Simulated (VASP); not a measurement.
```
SnGe
1.0
    0.00000     2.82671     2.82671
    2.82671     0.00000     2.82671
    2.82671     2.82671     0.00000
Ge Sn
1 1
Direct
  0.00000   0.00000   0.00000
  0.50000   0.50000   0.50000
```

Calculation: LDA (Ceperley-Alder, Perdew-Zunger), VASP's LDA PAW potentials (set 64) (plane waves; VASP 6.6.1). Settings: 400 eV cut-off, Gaussian smearing of 0.050 eV, potentials Ge_d Sn_d.

**Question.** Give the energies of bands 12 to 17 at the high-symmetry points, in eV from the Fermi level.

**Answer.** 
```tsv
band	Γ	X	U	L	W
12	-0.35	-5.38	-6.91	-8.31	-6.88
13	0.18	-4.61	-4.81	0.98	-4.29
14	0.18	-2.51	-1.80	0.98	-4.29
15	0.18	-2.51	-0.89	1.66	2.55
16	6.31	3.02	5.39	1.66	2.91
17	6.31	9.07	6.29	2.13	6.81
```

It has no gap at this level: it comes out as a metal or semimetal.

The structure was generated: SnGe was put into the rocksalt type (Fm-3m), which need not be its known phase. It was relaxed first, which changed the volume by -10 %.
